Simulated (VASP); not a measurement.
OSZICAR of a VASP run on BAs (zinc blende):

OSZICAR:
```
       N       E                     dE             d eps       ncg     rms          rms(c)
DAV:   1     0.117794196847E+02    0.11779E+02   -0.35110E+03   560   0.782E+02
DAV:   2    -0.116793530969E+02   -0.23459E+02   -0.22421E+02   880   0.993E+01
DAV:   3    -0.120043503071E+02   -0.32500E+00   -0.32500E+00   632   0.162E+01
DAV:   4    -0.120048190148E+02   -0.46871E-03   -0.46871E-03   848   0.672E-01
DAV:   5    -0.120048191359E+02   -0.12110E-06   -0.12110E-06   608   0.849E-03    0.476E+00
DAV:   6    -0.114716314393E+02    0.53319E+00   -0.17536E+00   576   0.674E+00    0.236E+00
DAV:   7    -0.114185175619E+02    0.53114E-01   -0.18713E-01   792   0.262E+00    0.936E-01
DAV:   8    -0.114119483937E+02    0.65692E-02   -0.21299E-02   608   0.101E+00    0.113E-01
DAV:   9    -0.114122643121E+02   -0.31592E-03   -0.61140E-04   704   0.197E-01    0.640E-02
DAV:  10    -0.114124503989E+02   -0.18609E-03   -0.29775E-04   672   0.126E-01    0.160E-02
DAV:  11    -0.114124565883E+02   -0.61894E-05   -0.12413E-05   840   0.273E-02    0.133E-02
DAV:  12    -0.114124562169E+02    0.37138E-06   -0.24935E-06   560   0.110E-02
   1 F= -.11412456E+02 E0= -.11412456E+02  d E =-.171453E-10
```

Problem. Which electronic solver shows in the log?

Solution. It is blocked Davidson (ALGO = Normal, or the opening steps of other solvers). The INCAR had ALGO = Normal.

Problem. Can the final energy be trusted as converged?

Solution. The calculation finished and met its thresholds. It stopped with EDIFF = 1E-6, NELM = 100 (PBE GGA, plane waves, VASP's PBE PAW potentials (set 64)).

The compound is BAs in the zinc blende structure. It was relaxed first.
